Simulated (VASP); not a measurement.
The system is NbWS4.

```
Nb W S
1.0
     5.63000    0.00000    0.00000
     0.00000    3.25000    0.00000
    -1.87681    0.00000    6.65024
Nb W S
1 1 4
Direct
  0.00000 0.00000 0.00000
  0.50000 0.50000 0.00000
  0.75500 0.50000 0.76400
  0.91200 0.50000 0.23600
  0.25500 0.00000 0.76400
  0.41200 0.00000 0.23600
```

The cell was built by a generator and needn't be a form met in nature.

* Program: VASP 6.6.1
* Task: relaxation of cell and atoms
* Functional: PBE
* Potentials or basis: VASP PAW PBE potentials, release 64 (Nb_sv, W_sv, S)
* Cutoff: 520 eV
* k mesh: 3 × 4 × 2
* Occupations: gaussian, width 0.15 eV
* Spin: no spin polarisation

At the start: pressure 0.7 GPa; volume 20.28 Å³/atom.

Question: How do energy, volume and symmetry change on relaxing?

Answer: Over 10 steps the energy falls by 8.7 meV/atom and the volume is 20.52 Å³/atom (+1.2 %); space group Pm (No. 6, to 0.05 Å).

The path:
| step | energy change (eV) | largest force (eV/Å) | pressure (GPa) | volume (Å³) |
| --- | --- | --- | --- | --- |
| 1 | 0.0000 | 0.5879 | 0.69 | 121.68 |
| 2 | -0.0450 | 0.1996 | -0.30 | 123.23 |
| 3 | -0.0466 | 0.1903 | -0.39 | 123.57 |
| 4 | -0.0466 | 0.1861 | -0.48 | 123.66 |
| 5 | -0.0467 | 0.1987 | -0.68 | 123.61 |
| 6 | -0.0462 | 0.2148 | 1.08 | 122.30 |
| 7 | -0.0497 | 0.1248 | 0.37 | 123.01 |
| 8 | -0.0516 | 0.1006 | -0.15 | 123.35 |
| 9 | -0.0516 | 0.0834 | -0.15 | 123.31 |
| 10 | -0.0523 | 0.0629 | 0.16 | 123.13 |

Final structure:
```cif
data_structure
_symmetry_space_group_name_H-M 'P 1'
_symmetry_Int_Tables_number 1
_cell_length_a 5.6574
_cell_length_b 3.2809
_cell_length_c 6.9000
_cell_angle_alpha 90.000
_cell_angle_beta 105.974
_cell_angle_gamma 90.000
_cell_volume 123.13
loop_
_atom_site_label
_atom_site_type_symbol
_atom_site_fract_x
_atom_site_fract_y
_atom_site_fract_z
_atom_site_occupancy
Nb1 Nb 0.99421 0.00000 0.99988 1
W1 W 0.50350 0.50000 0.00004 1
S1 S 0.74885 0.50000 0.76331 1
S2 S 0.90747 0.50000 0.23678 1
S3 S 0.26243 0.00000 0.76787 1
S4 S 0.41755 0.00000 0.23211 1
```

Caveat: the k mesh is coarse (spacing up to 0.48 Å⁻¹), so the values aren't converged; this functional lacks dispersion, which binds the layers, so the pressure and a relaxed spacing across them are unreliable.
